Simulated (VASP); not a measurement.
These are PBE GGA, VASP's PBE PAW potentials (set 64) (plane waves; VASP 6.6.1) values and carry that method's errors.

VASP ran on this input.

**POSCAR**
```
CsPbBr3
1
    5.9486300000     0.0000000000     0.0000000000
    0.0000000000     5.9486300000     0.0000000000
    0.0000000000     0.0000000000     5.9486300000
Cs Pb Br
1 1 3
Direct
  0.0000000000   0.0000000000   0.0000000000
  0.5000000000   0.5000000000   0.5000000000
  0.5000000000   0.5000000000   0.0000000000
  0.0000000000   0.5000000000   0.5000000000
  0.5000000000   0.0000000000   0.5000000000
```

File KPOINTS:
```
Automatic
0
G
2 2 2
```

### INCAR
```
# general
SYSTEM  = CsPbBr3
PREC    = Accurate
ENCUT   = 300
LREAL   = .False.
LASPH   = .True.

# electronic loop
EDIFF   = 1E-6
NELM    = 100
ALGO    = Normal
LMAXMIX = 4

# smearing
ISMEAR  = 0
SIGMA   = 0.01

# functional
GGA     = PE

# ions
ISIF    = 2

# output
LWAVE   = .False.
LCHARG  = .False.
```

POTCAR, in this order: Cs_sv Pb_d Br (PBE.64 set). Program: vasp_std.

The run wrote:

OSZICAR:
```
       N       E                     dE             d eps       ncg     rms          rms(c)
DAV:   1     0.320167559119E+03    0.32017E+03   -0.14152E+04   208   0.977E+02
DAV:   2     0.165376687555E+02   -0.30363E+03   -0.30003E+03   274   0.281E+02
DAV:   3    -0.149742456849E+02   -0.31512E+02   -0.31368E+02   232   0.103E+02
DAV:   4    -0.160015334929E+02   -0.10273E+01   -0.10262E+01   260   0.259E+01
DAV:   5    -0.160315618854E+02   -0.30028E-01   -0.30021E-01   244   0.313E+00    0.384E+00
DAV:   6    -0.153283661616E+02    0.70320E+00   -0.13078E+00   274   0.948E+00    0.229E+00
DAV:   7    -0.152512207449E+02    0.77145E-01   -0.73088E-01   290   0.434E+00    0.108E+00
DAV:   8    -0.152615483175E+02   -0.10328E-01   -0.70643E-02   234   0.209E+00    0.239E-01
DAV:   9    -0.152620885663E+02   -0.54025E-03   -0.11965E-02   248   0.725E-01    0.114E-01
DAV:  10    -0.152624592538E+02   -0.37069E-03   -0.11169E-03   256   0.195E-01    0.496E-02
DAV:  11    -0.152625896503E+02   -0.13040E-03   -0.21861E-04   226   0.110E-01    0.103E-02
DAV:  12    -0.152625911690E+02   -0.15187E-05   -0.25354E-05   272   0.440E-02    0.580E-03
DAV:  13    -0.152625909801E+02    0.18887E-06   -0.60308E-06   214   0.164E-02
   1 F= -.15262591E+02 E0= -.15262591E+02  d E =-.207930E-19
```

**OUTCAR**
```
------------------------ aborting loop because EDIFF is reached ----------------------------------------
  FORCE on cell =-STRESS in cart. coord.  units (eV):
  Direction    XX          YY          ZZ          XY          YZ          ZX
  --------------------------------------------------------------------------------------
  Total        2.0775442      2.0775442      2.0775442     -0.0000000     -0.0000000     -0.0000000
  in kB       15.8128437     15.8128437     15.8128437     -0.0000000     -0.0000000     -0.0000000
  external PRESSURE =      15.8128437 kB  Pullay stress =       0.0000000 kB
  volume of cell :      210.50
      direct lattice vectors                 reciprocal lattice vectors
     5.948630000  0.000000000  0.000000000     0.168105934  0.000000000  0.000000000
     0.000000000  5.948630000  0.000000000     0.000000000  0.168105934  0.000000000
     0.000000000  0.000000000  5.948630000     0.000000000  0.000000000  0.168105934
 POSITION                                       TOTAL-FORCE (eV/Angst)
 -----------------------------------------------------------------------------------
      0.00000      0.00000      0.00000         0.000000      0.000000      0.000000
      2.97431      2.97431      2.97431         0.000000      0.000000      0.000000
      2.97431      2.97431      0.00000         0.000000      0.000000      0.000000
      0.00000      2.97431      2.97431         0.000000      0.000000      0.000000
      2.97431      0.00000      2.97431         0.000000      0.000000      0.000000
 -----------------------------------------------------------------------------------
    total drift:                                0.000000      0.000000      0.000000
  FREE ENERGIE OF THE ION-ELECTRON SYSTEM (eV)
  ---------------------------------------------------
  free  energy   TOTEN  =       -15.2625909801 eV

  energy  without entropy=      -15.2625909801  energy(sigma->0) =      -15.26259098
```
(Selected blocks of OUTCAR.)

At this cut-off the stress carries a Pulay error, which pulls relaxed volumes low.

The structure comes from a computed database's CsPbBr3 entry; how it stands against other phases isn't given here. The cell was not relaxed at this level. The k-mesh is coarse (spacing up to 0.53 per Å, 2π included), so the numbers may not be converged in it. The run is one of a series of settings (KPOINTS 2×2×2 Γ-centred mesh against the base run), some of them coarse on purpose.
